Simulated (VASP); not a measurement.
Given:

```xyz
3
Lattice="2.1302 -3.6896 0.0000 2.1302 3.6896 0.0000 0.0000 0.0000 7.0260" Properties=species:S:1:pos:R:3 pbc="T T T"
Mg     0.0000     0.0000     0.0000
I      2.1302     1.2299     1.7075
I      2.1302    -1.2299     5.3185
```

Level of theory: optB88-vdW, VASP's PBE PAW potentials (set 64) (plane waves; VASP). Run with 520 eV cut-off, 6×6×4 Γ-centred mesh, Gaussian smearing of 0.050 eV, potentials Mg I.

Q: The ions and cell shape at fixed volume are relaxed. Which structure does the run end with?

A: 
```xyz
3
Lattice="2.1107 -3.6559 0.0000 2.1107 3.6559 0.0000 0.0000 0.0000 7.1561" Properties=species:S:1:pos:R:3 pbc="T T T"
Mg     0.0000     0.0000     0.0000
I      2.1107     1.2186     1.6758
I      2.1107    -1.2186     5.4804
```
Space group P-3m1 (164), at a tolerance of 0.03 Å.

Q: How much energy does the relaxation gain?

A: The energy (σ→0) changes by -4.9 meV/atom, in 6 ionic steps.

```
step  E(σ→0) (eV)  max force (eV/Å)  pressure (GPa)  volume (Å³)
----  -----------  ----------------  --------------  -----------
1         -2.4589             0.228           -1.60       110.44
2         -2.4634             0.178           -1.47       110.44
3         -2.4704             0.024           -1.06       110.44
4         -2.4706             0.009           -0.97       110.44
5         -2.4727             0.006           -0.89       110.44
6         -2.4737             0.002           -0.79       110.44
```

The compound is MgI2 in the 1T layered structure. This cell is one point of a volume scan, at 1.06 of the reference volume. Symmetry was kept, so distortions that lower it aren't found.
